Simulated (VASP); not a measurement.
All values below come from PBE GGA, VASP's PBE PAW potentials (set 64) (plane waves; VASP).

The input files of a VASP run:

KPOINTS:
```
Regular mesh
0
gamma
4 4 4
```

**INCAR**
```
! general
SYSTEM =Ga4As3Sb
PREC   =Accurate
ENCUT  =400   ! plane-wave cut-off (eV)
LREAL  =.FALSE.   ! projection in real space or not
LASPH  =.TRUE.   ! aspherical one-centre terms

! electronic loop
EDIFF  =1E-6   ! SCF stop (eV)
NELM   =100
ALGO   =Normal   ! blocked Davidson
LMAXMIX=4

! smearing
ISMEAR =0   ! Gaussian
SIGMA  =0.05

! functional
GGA    =PE   ! PBE

! output
LWAVE  =.FALSE.
LCHARG =.TRUE.
```

### POSCAR
```
Ga4As3Sb
1
    5.8646951340     0.0000000000     0.0000000000
   -0.0000000000     5.8646951340     0.0000000000
    0.0000000000    -0.0000000000     5.8646951340
Ga Sb As
4 1 3
Direct
  0.9918268338   0.9918268338   0.9918268338
  0.5081731662   0.5081731662   0.9918268338
  0.5081731662   0.9918268338   0.5081731662
  0.9918268338   0.5081731662   0.5081731662
  0.2500000000   0.2500000000   0.2500000000
  0.7500000000   0.7500000000   0.2500000000
  0.7500000000   0.2500000000   0.7500000000
  0.2500000000   0.7500000000   0.7500000000
```

POTCAR, in this order: Ga_d Sb As (PBE.64 set). Program: vasp_std.

The run wrote:

**OSZICAR**
```
       N       E                     dE             d eps       ncg     rms          rms(c)
DAV:   1     0.549652202972E+03    0.54965E+03   -0.28760E+04   898   0.195E+03
DAV:   2     0.518665777716E+02   -0.49779E+03   -0.48624E+03   951   0.502E+02
DAV:   3    -0.274945720777E+02   -0.79361E+02   -0.77702E+02  1005   0.154E+02
DAV:   4    -0.323358589506E+02   -0.48413E+01   -0.48106E+01  1049   0.387E+01
DAV:   5    -0.324601777366E+02   -0.12432E+00   -0.12392E+00  1037   0.617E+00    0.580E+00
DAV:   6    -0.320180055549E+02    0.44217E+00   -0.98503E-01  1175   0.957E+00    0.347E+00
DAV:   7    -0.319694045235E+02    0.48601E-01   -0.45658E-01   980   0.269E+00    0.102E+00
DAV:   8    -0.319719459632E+02   -0.25414E-02   -0.77690E-02  1095   0.261E+00    0.213E-01
DAV:   9    -0.319734065640E+02   -0.14606E-02   -0.11179E-02   987   0.117E+00    0.981E-02
DAV:  10    -0.319737053000E+02   -0.29874E-03   -0.14195E-03  1130   0.263E-01    0.498E-02
DAV:  11    -0.319740278946E+02   -0.32259E-03   -0.50817E-04  1089   0.103E-01    0.121E-02
DAV:  12    -0.319740419419E+02   -0.14047E-04   -0.46161E-05  1034   0.552E-02    0.847E-03
DAV:  13    -0.319740438543E+02   -0.19124E-05   -0.89273E-06   812   0.133E-02    0.309E-03
DAV:  14    -0.319740446149E+02   -0.76059E-06   -0.11015E-06   709   0.519E-03
   1 F= -.31974045E+02 E0= -.31973442E+02  d E =-.120517E-02
```

**OUTCAR**
```
------------------------ aborting loop because EDIFF is reached ----------------------------------------
  FORCE on cell =-STRESS in cart. coord.  units (eV):
  Direction    XX          YY          ZZ          XY          YZ          ZX
  --------------------------------------------------------------------------------------
  Total        0.1190563      0.1190563      0.1190563      0.0000000     -0.0000000      0.0000000
  in kB        0.9456414      0.9456414      0.9456414      0.0000000     -0.0000000      0.0000000
  external PRESSURE =       0.9456414 kB  Pullay stress =       0.0000000 kB
  volume of cell :      201.71
      direct lattice vectors                 reciprocal lattice vectors
     5.864695134  0.000000000  0.000000000     0.170511847  0.000000000  0.000000000
     0.000000000  5.864695134  0.000000000     0.000000000  0.170511847  0.000000000
     0.000000000  0.000000000  5.864695134     0.000000000  0.000000000  0.170511847
 POSITION                                       TOTAL-FORCE (eV/Angst)
 -----------------------------------------------------------------------------------
      5.81676      5.81676      5.81676        -0.008109     -0.008109     -0.008109
      2.98028      2.98028      5.81676         0.008109      0.008109     -0.008109
      2.98028      5.81676      2.98028         0.008109     -0.008109      0.008109
      5.81676      2.98028      2.98028        -0.008109      0.008109      0.008109
      1.46617      1.46617      1.46617         0.000000     -0.000000      0.000000
      4.39852      4.39852      1.46617         0.000000     -0.000000      0.000000
      4.39852      1.46617      4.39852         0.000000     -0.000000      0.000000
      1.46617      4.39852      4.39852        -0.000000     -0.000000      0.000000
 -----------------------------------------------------------------------------------
    total drift:                               -0.000000     -0.000000     -0.000000
  FREE ENERGIE OF THE ION-ELECTRON SYSTEM (eV)
  ---------------------------------------------------
  free  energy   TOTEN  =       -31.9740446149 eV

  energy  without entropy=      -31.9728394405  energy(sigma->0) =      -31.97344203
```
(Selected blocks of OUTCAR.)

The structure was generated: Ga4As3Sb was put into an ordered model structure (P-43m), which need not be its known phase. It was relaxed first, which changed the volume by +5 %.
